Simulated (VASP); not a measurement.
These are SCAN meta-GGA, VASP's PBE PAW potentials (set 64) (plane waves; VASP) values and carry that method's errors.

VASP input:

### POSCAR
```
ZnSe
1
   -0.0000000000     2.8221323898     2.8221323898
    2.8221323898     0.0000000000     2.8221323898
    2.8221323898     2.8221323898    -0.0000000000
Zn Se
1 1
Direct
  0.0000000000   0.0000000000   0.0000000000
  0.2500000000   0.2500000000   0.2500000000
```

INCAR:
```
# general
SYSTEM   =  ZnSe
PREC     =  Accurate
ENCUT    =  520   # plane-wave cut-off (eV)
LREAL    =  .FALSE.   # projection in real space or not
LASPH    =  .TRUE.   # aspherical one-centre terms

# electronic loop
EDIFF    =  1E-7   # SCF stop (eV)
NELM     =  100   # most electronic steps
ALGO     =  Normal   # blocked Davidson
LMAXMIX  =  4
LMIXTAU  =  .TRUE.

# smearing
ISMEAR   =  -5   # tetrahedra, Bloechl

# functional
METAGGA  =  SCAN

# ions
ISIF     =  2   # forces and stress, cell fixed

# output
LWAVE    =  .FALSE.
LCHARG   =  .FALSE.
LORBIT   =  11   # lm-projected
NEDOS    =  601   # DOS grid
```

File KPOINTS_OPT:
```
k-points along high-symmetry lines
10
Line-mode
Reciprocal
  0.000000   0.000000   0.000000 ! GAMMA
 -0.500000  -0.500000   0.000000 ! X

 -0.500000  -0.500000   0.000000 ! X
 -0.375000  -0.375000   0.250000 ! U

 -0.375000  -0.000000   0.375000 ! K
  0.000000   0.000000   0.000000 ! GAMMA

  0.000000   0.000000   0.000000 ! GAMMA
 -0.000000   0.000000   0.500000 ! L

 -0.000000   0.000000   0.500000 ! L
 -0.500000  -0.250000   0.250000 ! W

 -0.500000  -0.250000   0.250000 ! W
 -0.500000  -0.500000   0.000000 ! X
```

File KPOINTS:
```
Automatic mesh
0
Gamma
9 9 9
0 0 0
```

POTCAR, in this order: Zn Se (PBE.64 set). Program: vasp_std.

What will the output report for the number of irreducible k-points (NKPTS), largest plane-wave count, number of space-group operations, FFT grid (NGX, NGY, NGZ)?

```json
{
  "number of irreducible k-points (NKPTS)": "35",
  "largest_plane_wave_count": "1243",
  "number_of_space_group_operations": "24",
  "FFT grid (NGX, NGY, NGZ)": "30 × 30 × 30"
}
```

The compound is ZnSe in the zinc blende structure. It was relaxed first.
